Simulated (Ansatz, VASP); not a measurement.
# CeRe3C in two plane-wave programs

Aim: how closely do two programs agree when they are given the same cell, functional and k mesh? The cell is invented: As first built, before any earlier steps moved the atoms (in the runner's words): it takes the CeRh3C structure with some of its atoms replaced by other elements, volume scaled by an estimate. It may not be a known or stable phase. The cell is taken from a series of VASP runs on this material, whose earlier steps may have relaxed, scaled or displaced it; both programs get it as it stands.

Program: Ansatz 0.2.0. Level of theory: plane waves, with VASP 6.6.1 beside it; single point at PBE. Results are calculated unless marked as measured.

In doubt: a part-filled 4f shell, where there is one, can sit in one of many states, so energies may not be the lowest and differences between runs may mislead; derivatives with an open 4f shell can jump between states, which bears on forces and vibrations.

## (1) The starting structure

It takes space group Pm-3m (No. 221, cubic). Conventional cell: a = 4.239 Å, b = 4.239 Å, c = 4.239 Å, α = 90.00°, β = 90.00°, γ = 90.00°. Nearest to Re lie 2 C at 2.12 Å and 4 Ce at 3.00 Å and 8 Re at 3.00 Å. Ce has 12 Re at 3.00 Å and 8 C at 3.67 Å nearest. C has 6 Re at 2.12 Å and 8 Ce at 3.67 Å nearest. As first built, before any earlier steps moved the atoms (in the runner's words): sites of the CeRh3C structure (space group 221) filled with other elements, volume scaled by an estimate. Farther neighbours are not listed.

## (2) VASP: single point, PBE

With cell and atoms fixed, the geometry can't cause a difference; cores, projectors, grids and the points listed under the comparison can.

Lines of VASP's logs that name or quote its potential files are left out, and so is its time.

File INCAR:

```
SYSTEM = CeRe3C
PREC = Accurate
ENCUT = 520
EDIFF = 1E-06
NELM = 100
ISMEAR = -1
SIGMA = 0.05
LREAL = .FALSE.
ALGO = Normal
GGA = PE
ISPIN = 2
MAGMOM = 1 1 1 1 0
LMAXMIX = 6
LORBIT = 11
LWAVE = .FALSE.
LCHARG = .FALSE.
KPAR = 2
ISIF = 2
```

File POSCAR:

```
CeRe3C
1.0
    4.2393767378      0.0000000000      0.0000000000
    0.0000000000      4.2393767378      0.0000000000
    0.0000000000      0.0000000000      4.2393767378
Re Ce C
3 1 1
Direct
    0.0000000000      0.5000000000      0.5000000000
    0.5000000000      0.5000000000      0.0000000000
    0.5000000000      0.0000000000      0.5000000000
    0.0000000000      0.0000000000      0.0000000000
    0.5000000000      0.5000000000      0.5000000000
```

File KPOINTS:

```
Automatic mesh
0
Gamma
5 5 5
0 0 0
```

PAW data sets: Re, Ce and C (PBE family, release 64).

Command:

```sh
$ mpirun -np 2 vasp_std
```

Numbers of over 12 decimals in the logs are rounded to 6 here.

The log of the run:

```text
[banner, memory and clock lines left out]
running    2 mpi-ranks, on    1 nodes
 distrk:  each k-point on    1 cores,    2 groups
 distr:  one band on    1 cores,    1 groups

 POSCAR found type information on POSCAR ReCeC
 POSCAR found :  3 types and       5 ions
 LDA part: xc-table for (Slater+PW92), standard interpolation
 POSCAR, INCAR and KPOINTS ok, starting setup
 FFT: planning ... GRIDC
 FFT: planning ... GRID_SOFT
 FFT: planning ... GRID
 WAVECAR not read
 entering main loop
       N       E                     dE             d eps       ncg     rms          rms(c)
DAV:   1     0.266158308162E+03    0.26616E+03   -0.15977E+04  1648   0.201E+03
DAV:   2     0.448125051631E+00   -0.26571E+03   -0.25256E+03  1856   0.700E+02
DAV:   3    -0.452286219260E+02   -0.45677E+02   -0.43917E+02  1784   0.190E+02
DAV:   4    -0.537083425939E+02   -0.84797E+01   -0.81365E+01  1904   0.991E+01
DAV:   5    -0.560509262255E+02   -0.23426E+01   -0.22747E+01  1920   0.393E+01    0.600E+01
DAV:   6    -0.565799773746E+02   -0.52905E+00   -0.14904E+02  1920   0.145E+02    0.173E+01
DAV:   7    -0.512457779100E+02    0.53342E+01   -0.24804E+01  1904   0.531E+01    0.127E+01
DAV:   8    -0.551922060164E+02   -0.39464E+01   -0.35914E+01  1824   0.293E+01    0.340E+01
DAV:   9    -0.508346963473E+02    0.43575E+01   -0.67687E+01  1808   0.624E+01    0.476E+00
DAV:  10    -0.513281510634E+02   -0.49345E+00   -0.58038E+00  1912   0.177E+01    0.148E+00
DAV:  11    -0.513659265088E+02   -0.37775E-01   -0.68786E-01  1888   0.627E+00    0.134E+00
DAV:  12    -0.513529543230E+02    0.12972E-01   -0.14279E-01  1920   0.322E+00    0.912E-01
DAV:  13    -0.513692275395E+02   -0.16273E-01   -0.61670E-02  1920   0.178E+00    0.119E+00
DAV:  14    -0.513570392946E+02    0.12188E-01   -0.30258E-02  1912   0.217E+00    0.916E-01
[...]
DAV:  24    -0.513460578674E+02   -0.11680E-04   -0.14526E-04  1816   0.960E-02    0.170E-02
DAV:  25    -0.513460680123E+02   -0.10145E-04   -0.67870E-05  1696   0.597E-02    0.261E-02
DAV:  26    -0.513460730955E+02   -0.50832E-05   -0.33660E-05  1480   0.356E-02    0.298E-02
DAV:  27    -0.513460736566E+02   -0.56108E-06   -0.19027E-05  1440   0.298E-02    0.297E-02
DAV:  28    -0.513460708320E+02    0.28247E-05   -0.12243E-05  1416   0.240E-02    0.280E-02
DAV:  29    -0.513460688063E+02    0.20257E-05   -0.69820E-06  1400   0.218E-02    0.226E-02
DAV:  30    -0.513460671362E+02    0.16701E-05   -0.53240E-06  1320   0.216E-02    0.179E-02
DAV:  31    -0.513460669671E+02    0.16903E-06   -0.14925E-06  1152   0.160E-02
   1 F= -.51346067E+02 E0= -.51311217E+02  d E =-.696998E-01  mag=     0.0041
```

OUTCAR, selected parts (step 2):

```text
ion  position               nearest neighbor table
   1  0.000  0.500  0.500-   5 2.12   5 2.12   4 3.00   2 3.00   2 3.00   4 3.00   3 3.00   4 3.00
                             4 3.00   2 3.00   3 3.00   3 3.00   2 3.00   3 3.00
   2  0.500  0.500  0.000-   5 2.12   5 2.12   4 3.00   1 3.00   1 3.00   3 3.00   3 3.00   3 3.00
                             4 3.00   3 3.00   1 3.00   4 3.00   1 3.00   4 3.00
   3  0.500  0.000  0.500-   5 2.12   5 2.12   4 3.00   1 3.00   2 3.00   4 3.00   1 3.00   2 3.00
                             2 3.00   2 3.00   1 3.00   4 3.00   4 3.00   1 3.00
   4  0.000  0.000  0.000-   1 3.00   2 3.00   3 3.00   1 3.00   3 3.00   1 3.00   2 3.00   1 3.00
                             2 3.00   3 3.00   3 3.00   2 3.00
   5  0.500  0.500  0.500-   1 2.12   2 2.12   3 2.12   2 2.12   3 2.12   1 2.12

  LATTYP: Found a simple cubic cell.
 ALAT       =     4.2393767378

 Subroutine GETGRP returns: Found 48 space group operations
 (whereof 48 operations were pure point group operations)

The static configuration has the point symmetry O_h .

 Found     10 irreducible k-points:

   k-points           NKPTS =     10   k-points in BZ     NKDIM =     10   number of bands    NBANDS=     24

   dimension x,y,z NGX =    32 NGY =   32 NGZ =   32
   dimension x,y,z NGXF=    64 NGYF=   64 NGZF=   64

   ENCUT  =  520.0 eV  38.22 Ry    6.18 a.u.   7.88  7.88  7.88*2*pi/ulx,y,z

   NELECT =      37.0000    total number of electrons

 k-points in reciprocal lattice and weights: Automatic mesh
   0.00000000  0.00000000  0.00000000       0.008
   0.20000000  0.00000000  0.00000000       0.048
   0.40000000  0.00000000  0.00000000       0.048
   0.20000000  0.20000000  0.00000000       0.096
   0.40000000  0.20000000  0.00000000       0.192
   0.40000000  0.40000000  0.00000000       0.096
   0.20000000  0.20000000  0.20000000       0.064
   0.40000000  0.20000000  0.20000000       0.192
   0.40000000  0.40000000  0.20000000       0.192
   0.40000000  0.40000000  0.40000000       0.064

 average (electrostatic) potential at core
       1 -38.7892       2 -38.7892       3 -38.7892       4 -74.9157       5 -47.3055

 E-fermi :   8.1654

 spin component 1
 k-point     1 :       0.0000    0.0000    0.0000
  band No.  band energies     occupation
    ...
     13       5.4634      1.00000
     14       5.4634      1.00000
     15       7.3605      1.00000
     16       7.3605      1.00000
     17       7.3605      1.00000
     18       8.7323      0.00001
     19       8.7323      0.00001
     20       9.4702      0.00000
     21       9.4702      0.00000
     22       9.4703      0.00000
    ...

 k-point     2 :       0.2000    0.0000    0.0000
  band No.  band energies     occupation
    ...
     13       5.6497      1.00000
     14       5.6497      1.00000
     15       6.9570      1.00000
     16       7.6406      0.99997
     17       7.6406      0.99997
     18       8.5911      0.00020
     19       8.6779      0.00004
     20       9.4518      0.00000
     21       9.5483      0.00000
     22       9.5485      0.00000
    ...

 k-point     3 :       0.4000    0.0000    0.0000
  band No.  band energies     occupation
    ...
     15       6.2470      1.00000
     16       7.6534      0.99996
     17       7.8766      0.99691
     18       8.1227      0.70172
     19       8.1227      0.70172
     20       9.1478      0.00000
     21       9.7498      0.00000
     22       9.7498      0.00000
     23       9.7816      0.00000
     24       9.9390      0.00000

 k-point     4 :       0.2000    0.2000    0.0000
  band No.  band energies     occupation
    ...
     14       5.8675      1.00000
     15       6.9461      1.00000
     16       7.6263      0.99998
     17       7.8327      0.99871
     18       8.1201      0.71240
     19       8.3736      0.01533
     20       9.3411      0.00000
     21       9.5819      0.00000
     22       9.6231      0.00000
     23       9.6534      0.00000
    ...

 k-point     5 :       0.4000    0.2000    0.0000
  band No.  band energies     occupation
    ...
     15       6.6801      1.00000
     16       7.2363      1.00000
     17       7.3049      1.00000
     18       8.0594      0.89296
     19       8.0771      0.85411
     20       8.9796      0.00000
     21       9.6353      0.00000
     22       9.7426      0.00000
     23       9.7792      0.00000
     24       9.8274      0.00000

 k-point     6 :       0.4000    0.4000    0.0000
  band No.  band energies     occupation
    ...
     15       6.6890      1.00000
     16       7.0388      1.00000
     17       7.2333      1.00000
     18       7.7949      0.99940
     19       8.0697      0.87150
     20       8.4037      0.00844
     21       8.9869      0.00000
     22       9.6138      0.00000
     23       9.6290      0.00000
     24       9.6367      0.00000

  Total        0.0013814      0.0013814      0.0013814     -0.0000000      0.0000000      0.0000000
  in kB        0.0290480      0.0290480      0.0290480     -0.0000000      0.0000000      0.0000000
  external PRESSURE =       0.0290480 kB  Pullay stress =       0.0000000 kB

  energy-cutoff  :      520.00
  volume of cell :       76.19
      direct lattice vectors                 reciprocal lattice vectors
     4.239376738  0.000000000  0.000000000     0.235883731  0.000000000  0.000000000
     0.000000000  4.239376738  0.000000000     0.000000000  0.235883731  0.000000000
     0.000000000  0.000000000  4.239376738     0.000000000  0.000000000  0.235883731

 POSITION                                       TOTAL-FORCE (eV/Angst)
 -----------------------------------------------------------------------------------
      0.00000      2.11969      2.11969         0.000000      0.000000      0.000000
      2.11969      2.11969      0.00000         0.000000      0.000000      0.000000
      2.11969      0.00000      2.11969         0.000000      0.000000      0.000000
      0.00000      0.00000      0.00000         0.000000      0.000000      0.000000
      2.11969      2.11969      2.11969         0.000000      0.000000      0.000000
 -----------------------------------------------------------------------------------
    total drift:                                0.000000     -0.000000     -0.000000

  FREE ENERGIE OF THE ION-ELECTRON SYSTEM (eV)
  ---------------------------------------------------
  free  energy   TOTEN  =       -51.3460669671 eV

  energy  without entropy=      -51.2763671725  energy(sigma->0) =      -51.31121707

 total charge
# of ion       s       p       d       f       tot
--------------------------------------------------
    1        0.571   0.513   4.910   0.000   5.994
    2        0.571   0.513   4.910   0.000   5.994
    3        0.571   0.513   4.910   0.000   5.994
    4        2.074   5.671   1.255   1.008  10.008
    5        0.865   1.578   0.000   0.000   2.443
--------------------------------------------------
tot          4.652   8.786  15.986   1.008  30.433

 magnetization (x)
# of ion       s       p       d       f       tot
--------------------------------------------------
    1        0.000   0.000   0.001   0.000   0.001
    2        0.000   0.000   0.001   0.000   0.001
    3        0.000   0.000   0.001   0.000   0.001
    4        0.000   0.000   0.000   0.001   0.001
    5       -0.000  -0.000   0.000   0.000  -0.000
--------------------------------------------------
tot          0.000   0.000   0.003   0.001   0.004

[... 6 further parts left out ...]
```

Without U or exact exchange, f electrons of an open shell come out too delocalised. The data set Re keeps the semicore shell frozen, which is cheaper and a little less accurate.

[end of part 1 of 2]

[Lines on the potential files, build, host, timing and source positions are cut from VASP's logs without a mark.]

[Logs are printed without paths, hosts, clocks, repeated set-up lines and the standing remarks that a program may print on its own settings, such as how far it seeks lower states.]

[Hosts, paths, dates, database ids (printed as entryN), source tags and the programs' standing remarks are cut or masked in the printed files.]
